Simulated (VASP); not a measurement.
Input:

```yaml
crystal:
  lattice:
    - [3.47278, 0.00000, 0.00000]
    - [0.00000, 3.59105, 0.00000]
    - [0.00000, 0.00000, 21.01043]
  atoms:
    - { symbol: Si, position: [0.49991, 0.00000, 0.55717] }
    - { symbol: Si, position: [0.00009, 0.50000, 0.55717] }
    - { symbol: Si, position: [0.50009, 0.00000, 0.44283] }
    - { symbol: Si, position: [0.99991, 0.50000, 0.44283] }
```

Method: r2SCAN meta-GGA, VASP's PBE PAW potentials (set 64) (plane waves; VASP). Settings: 400 eV cut-off, 10×10×1 Γ-centred mesh, tetrahedra with Blöchl corrections, potentials Si.

The cell holds a wide vacuum, so values per volume refer to the whole cell. The cores are frozen, which limits the accuracy of field gradients.

Question: Give the principal components of the electric field gradient (V/Å²) and the asymmetry η at each nucleus.

Answer: 
```
atom  Vxx  Vyy   Vzz     η
----  ---  ---  ----  ----
Si1   3.1  1.5  -4.6  0.33
Si2   3.1  1.5  -4.6  0.33
Si3   3.1  1.5  -4.6  0.33
Si4   3.1  1.5  -4.6  0.33
```

The cell is a sheet with vacuum, built from a generated structure.
